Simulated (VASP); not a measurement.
Given:

```
BaTiO3
1.0
    3.90747     0.00000     0.00000
    0.00000     3.90747     0.00000
    0.00000     0.00000     4.01446
Ba Ti O
1 1 3
Direct
  0.00000   0.00000   0.00325
  0.50000   0.50000   0.52100
  0.50000   0.50000   0.97124
  0.00000   0.50000   0.48425
  0.50000   0.00000   0.48425
```

Calculation: optB86b-vdW, VASP's PBE PAW potentials (set 64) (plane waves; VASP 6.6.1). Settings: 520 eV cut-off, 6×6×6 Γ-centred mesh, Gaussian smearing of 0.050 eV, potentials Ba_sv Ti_sv O.

**Question.** The ions and cell shape at fixed volume are relaxed. What does this cell relax into?

**Answer.** 
```
BaTiO3
1.0
    3.93867     0.00000     0.00000
    0.00000     3.93867     0.00000
    0.00000     0.00000     3.95111
Ba Ti O
1 1 3
Direct
  0.00000   0.00000   0.99556
  0.50000   0.50000   0.50311
  0.50000   0.50000   0.98691
  0.00000   0.50000   0.48921
  0.50000   0.00000   0.48921
```
Space group P4mm (99), at a tolerance of 0.03 Å.

**Question.** How much energy does the relaxation gain?

**Answer.** The energy (σ→0) changes by -6.7 meV/atom, in 10 ionic steps.

The compound is BaTiO3 in the tetragonal perovskite structure. This cell is one point of a volume scan, at 0.94 of the reference volume. Symmetry was kept, so distortions that lower it aren't found.
